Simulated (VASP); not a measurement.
An input for Quantum ESPRESSO's pw.x (written as the equivalent of a VASP run, and not itself run):

```
&CONTROL
  calculation = 'scf'
  pseudo_dir = './pseudo'
  outdir = './out'
  tprnfor = .true.
  tstress = .true.
/
&SYSTEM
  ibrav = 0
  nat = 4
  ntyp = 2
  ecutwfc = 98
  occupations = 'smearing'
  smearing = 'methfessel-paxton'
  degauss = 0.00735
  input_dft = 'pbe'
  vdw_corr = 'grimme-d3'
  dftd3_version = 3
  dftd3_threebody = .false.
  nspin = 2
  starting_magnetization(2) = 0.03
/
&ELECTRONS
  conv_thr = 7.3e-09
  electron_maxstep = 100
/
ATOMIC_SPECIES
  Al 26.982 Al.upf
  Ni 58.693 Ni.upf
CELL_PARAMETERS angstrom
     3.4866402    0.0000000    0.0000000
     0.0000000    3.4866402    0.0000000
     0.0000000    0.0000000    3.4866402
ATOMIC_POSITIONS crystal
  Al   0.0000000  0.0000000  0.0000000
  Ni   0.0000000  0.5000000  0.5000000
  Ni   0.5000000  0.0000000  0.5000000
  Ni   0.5000000  0.5000000  0.0000000
K_POINTS automatic
  9 9 9 0 0 0
```

Task: Translate this input to VASP (INCAR, KPOINTS, POSCAR, choice of POTCAR).

Result: This is not unique; one that fits is 
### POSCAR
```
Ni3Al
1
    3.4866402325     0.0000000000     0.0000000000
    0.0000000000     3.4866402325     0.0000000000
    0.0000000000     0.0000000000     3.4866402325
Al Ni
1 3
Direct
  0.0000000000   0.0000000000   0.0000000000
  0.0000000000   0.5000000000   0.5000000000
  0.5000000000   0.0000000000   0.5000000000
  0.5000000000   0.5000000000   0.0000000000
```

### INCAR
```
# general
SYSTEM =Ni3Al
PREC   =Accurate
ENCUT  =520
LREAL  =.FALSE.
LASPH  =.TRUE.

# electronic loop
EDIFF  =1E-7
NELM   =100
ALGO   =Normal
LMAXMIX=4

# smearing
ISMEAR =1
SIGMA  =0.1

# functional
GGA    =PE
IVDW   =11

# spin
ISPIN  =2
MAGMOM =-0.0 3*0.3

# ions
ISIF   =2

# output
LWAVE  =.FALSE.
LCHARG =.FALSE.
LORBIT =10
```

File KPOINTS:
```
Automatic mesh
0
Gamma
9 9 9
0 0 0
```

POTCAR, in this order: Al Ni (PBE.64 set). Program: vasp_std.

What does not carry over: the potentials are each code's own (VASP's PAW set, PseudoDojo norm-conserving files in pw.x), so ENCUT and ecutwfc are chosen apart and not converted; conv_thr bounds pw.x's estimated SCF error, while EDIFF bounds the energy change between steps; starting_magnetization is a fraction of the valence charge and MAGMOM a moment in μB, so they match only roughly.

The compound is Ni3Al in the L1_2 structure. This cell is one point of a volume scan, at 0.97 of the reference volume.
